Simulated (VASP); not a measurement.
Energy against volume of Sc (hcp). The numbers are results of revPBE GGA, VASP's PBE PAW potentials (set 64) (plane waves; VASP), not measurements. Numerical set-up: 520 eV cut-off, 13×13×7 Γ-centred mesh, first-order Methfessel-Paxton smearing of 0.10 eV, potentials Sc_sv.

Shape and ions are relaxed at each volume.

```csv
V (Å³/atom),E (eV/atom)
23.815,-5.97946
24.575,-5.99215
25.335,-5.99644
26.095,-5.99334
```

Task: Fit these four points and predict the energy of the run at 26.855 Å³/atom.

Result: A cubic in V^(−2/3), the third-order Birch-Murnaghan form, passes through the four points with V0 = 25.38 Å³/atom and B0 = 52 GPa, and gives -5.9837 eV/atom there. The run gave -5.9838 eV/atom, -0.0 meV/atom from the fit; all five points give B0 = 51 GPa.

The compound is Sc in the hcp structure. It was relaxed first.
